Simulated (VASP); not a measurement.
Elastic constants (GPa) of a crystal from PBEsol GGA, VASP's PBE PAW potentials (set 64) in VASP:

|  | xx | yy | zz | yz | xz | xy |
|---|---|---|---|---|---|---|
| xx | 266.5 | 169.0 | 169.0 | 0.0 | 0.0 | 0.0 |
| yy | 169.0 | 266.5 | 169.0 | 0.0 | 0.0 | 0.0 |
| zz | 169.0 | 169.0 | 266.5 | 0.0 | 0.0 | 0.0 |
| yz | 0.0 | 0.0 | 0.0 | 142.7 | 0.0 | 0.0 |
| xz | 0.0 | 0.0 | 0.0 | 0.0 | 142.7 | 0.0 |
| xy | 0.0 | 0.0 | 0.0 | 0.0 | 0.0 | 142.7 |

Finite-difference elastic constants of metals are sensitive to mesh and smearing; shear constants can be off by tens of GPa.

Work out the Voigt, Reuss and Hill moduli, Young's modulus and Poisson's ratio.

All eigenvalues are positive (smallest 97.5 GPa), so the crystal is stable. K_V = (C11+C22+C33+2(C12+C13+C23))/9 = (799.5 + 2×507.0)/9 = 201.5 GPa; G_V = (799.5 − 507.0 + 3×428.1)/15 = 105.1 GPa. From the compliances, K_R = 201.5 GPa and G_R = 80.6 GPa. Hill: K = 201.5 GPa, G = 92.9 GPa, E = 9KG/(3K+G) = 241.5 GPa, ν = (3K−2G)/(2(3K+G)) = 0.300. K/G = 2.17, above Pugh's 1.75; universal anisotropy A^U = 1.52.

With a density of 7.74 g/cm³, what are the mean sound speeds?

v_l = √((K+4G/3)/ρ) = 6.48 km/s and v_t = √(G/ρ) = 3.46 km/s. The crystal is Ni3Al (L1_2), cubic.

The compound is Ni3Al in the L1_2 structure. It was relaxed first.
